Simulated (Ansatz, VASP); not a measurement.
## LiPb in VASP and in Ansatz

INCAR

```
PREC = Accurate
ENCUT = 600
EDIFF = 1E-6
ISMEAR = 0
SIGMA = 0.1
LREAL = F
LASPH = T
NELM = 60
ALGO = Normal
ISIF = 3
LWAVE = F
LCHARG = F
GGA = CA
IBRION = 2
NSW = 100
EDIFFG = -0.005
```

Contents of KPOINTS:

```
Automatic mesh
0
Gamma
  12 12 12
```

The input POSCAR:

```
LiPb
1.0
    3.5220000000      0.0000000000      0.0000000000
    0.0000000000      3.5220000000      0.0000000000
    0.0000000000      0.0000000000      3.5220000000
Li Pb
1 1
Direct
    0.5000000000      0.5000000000      0.5000000000
    0.0000000000      0.0000000000      0.0000000000
```

Input for Ansatz:

```yaml
crystal:
  lattice:
    - [3.522, 0.0, 0.0]
    - [0.0, 3.522, 0.0]
    - [0.0, 0.0, 3.522]
  atoms:
    - { symbol: Li, position: [0.5, 0.5, 0.5] }
    - { symbol: Pb, position: [0.0, 0.0, 0.0] }
basis:
  ecutwfc: 420
kpoints:
  mp_grid: { grid: [12, 12, 12] }
hamiltonian:
  xc: lda
scf:
  occupations: { method: gaussian, width: 0.1 }
output:
  forces: true
  stress: true
  eigenvalues: true
relax:
  adjacent_minimum: "off"
  f_tol: 0.005
  max_steps: 80
  cell: { stress_tol: 0.05 }
```

Alike in both runs: task relaxation of cell and atoms; functional LDA; k mesh 12 × 12 × 12; occupations gaussian, width 0.1 eV; no spin polarisation.

|  | VASP | Ansatz |
| --- | --- | --- |
| version | VASP 6.6.1 | Ansatz 0.2.0 |
| potentials or method | VASP PAW LDA potentials, release 64 (Li_sv, Pb_d) | scalar-relativistic, plane waves, PAW |
| plane-wave cutoff (eV) | 600 | 420 |
| valence electrons in the cell | 17 | 17 |

VASP gave:

| Quantity | Value |
| --- | --- |
| gap on the k mesh at the Fermi level, each at its own relaxed structure (eV) | none |
| relaxed volume (Å³/atom) | 20.81 |
| relaxed cell length with the largest relative difference (Å) | 3.466 |
| energy change over the relaxation (meV/atom) | -6 |

**Question.** What did Ansatz give for the same quantities?

**Answer.** gap on the k mesh at the Fermi level, each at its own relaxed structure (eV): none; relaxed volume (Å³/atom): 20.79; relaxed cell length with the largest relative difference (Å): 3.464; energy change over the relaxation (meV/atom): -6.

A gap of «none» marks a metal or a gap that the smearing closes.

Caveats: the cutoff is under 1.25 times the usual one of these potentials, so pressure, stress and relaxed cells hold a basis-set (Pulay) error (VASP). Zero-point motion and thermal expansion aren't in these numbers. The runs have no spin-orbit coupling, so splittings on Pb are missing.
